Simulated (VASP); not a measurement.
Computed with LDA (Ceperley-Alder, Perdew-Zunger), VASP's LDA PAW potentials (set 64) (plane waves; VASP).

The input files of a VASP run:

### INCAR
```
ALGO=Normal
EDIFF=1E-7
ENCUT=400
ISIF=2
ISMEAR=-5
LASPH=.True.
LCHARG=.True.
LMAXMIX=4
LORBIT=11
LREAL=.False.
LWAVE=.False.
NEDOS=601
NELM=100
PREC=Accurate
SYSTEM=SnTe
```

File POSCAR:
```
SnTe
4.408550
  0.0000000000   0.7071068101   0.7071068101
  0.7071068101   0.0000000000   0.7071068101
  0.7071068101   0.7071068101   0.0000000000
Sn Te
1 1
Cart
  0.0000000000   0.0000000000   0.0000000000
  0.7071068101   0.7071068101   0.7071068101
```

KPOINTS:
```
Automatic mesh
0
Gamma
8 8 8
0 0 0
```

POTCAR, in this order: Sn_d Te (LDA.64 set). Program: vasp_std.

The run wrote:

File OSZICAR:
```
       N       E                     dE             d eps       ncg     rms          rms(c)
DAV:   1     0.114789058434E+03    0.11479E+03   -0.85886E+03   812   0.142E+03
DAV:   2     0.128585575665E+01   -0.11350E+03   -0.11209E+03   884   0.346E+02
DAV:   3    -0.861992365662E+01   -0.99058E+01   -0.98837E+01  1058   0.958E+01
DAV:   4    -0.887797200252E+01   -0.25805E+00   -0.25799E+00   926   0.172E+01
DAV:   5    -0.888839520763E+01   -0.10423E-01   -0.10423E-01  1146   0.325E+00    0.514E+00
DAV:   6    -0.883645894736E+01    0.51936E-01   -0.11085E-01  1126   0.274E+00    0.324E+00
DAV:   7    -0.883187799855E+01    0.45809E-02   -0.42468E-02  1014   0.130E+00    0.660E-01
DAV:   8    -0.883087549468E+01    0.10025E-02   -0.71250E-03   962   0.789E-01    0.161E-01
DAV:   9    -0.883090784174E+01   -0.32347E-04   -0.54897E-04  1014   0.239E-01    0.530E-02
DAV:  10    -0.883089086950E+01    0.16972E-04   -0.58849E-05   994   0.772E-02    0.240E-02
DAV:  11    -0.883089136653E+01   -0.49703E-06   -0.25977E-05   982   0.450E-02    0.149E-02
DAV:  12    -0.883089068326E+01    0.68327E-06   -0.30875E-06   926   0.158E-02    0.893E-03
DAV:  13    -0.883089065569E+01    0.27571E-07   -0.25539E-07   876   0.338E-03
   1 F= -.88308907E+01 E0= -.88308907E+01  d E =0.000000E+00
```

OUTCAR:
```
------------------------ aborting loop because EDIFF is reached ----------------------------------------
  FORCE on cell =-STRESS in cart. coord.  units (eV):
  Direction    XX          YY          ZZ          XY          YZ          ZX
  --------------------------------------------------------------------------------------
  Total        0.0278478      0.0278478      0.0278478      0.0000000      0.0000000      0.0000000
  in kB        0.7364269      0.7364269      0.7364269      0.0000000      0.0000000      0.0000000
  external PRESSURE =       0.7364269 kB  Pullay stress =       0.0000000 kB
  volume of cell :       60.59
      direct lattice vectors                 reciprocal lattice vectors
     0.000000000  3.117315727  3.117315727    -0.160394405  0.160394405  0.160394405
     3.117315727  0.000000000  3.117315727     0.160394405 -0.160394405  0.160394405
     3.117315727  3.117315727  0.000000000     0.160394405  0.160394405 -0.160394405
 POSITION                                       TOTAL-FORCE (eV/Angst)
 -----------------------------------------------------------------------------------
      0.00000      0.00000      0.00000        -0.000000     -0.000000     -0.000000
      3.11732      3.11732      3.11732         0.000000      0.000000      0.000000
 -----------------------------------------------------------------------------------
    total drift:                               -0.000000      0.000000      0.000000
  FREE ENERGIE OF THE ION-ELECTRON SYSTEM (eV)
  ---------------------------------------------------
  free  energy   TOTEN  =        -8.8308906557 eV

  energy  without entropy=       -8.8308906557  energy(sigma->0) =       -8.83089066

 total charge

# of ion       s       p       d       tot
------------------------------------------
    1        1.372   0.780   9.987  12.139
    2        1.393   1.974   0.035   3.402
--------------------------------------------------
tot          2.764   2.754  10.022  15.541
```
(Selected blocks of OUTCAR.)

The compound is SnTe in the rock salt structure, which distorts at low temperature. It was relaxed first.
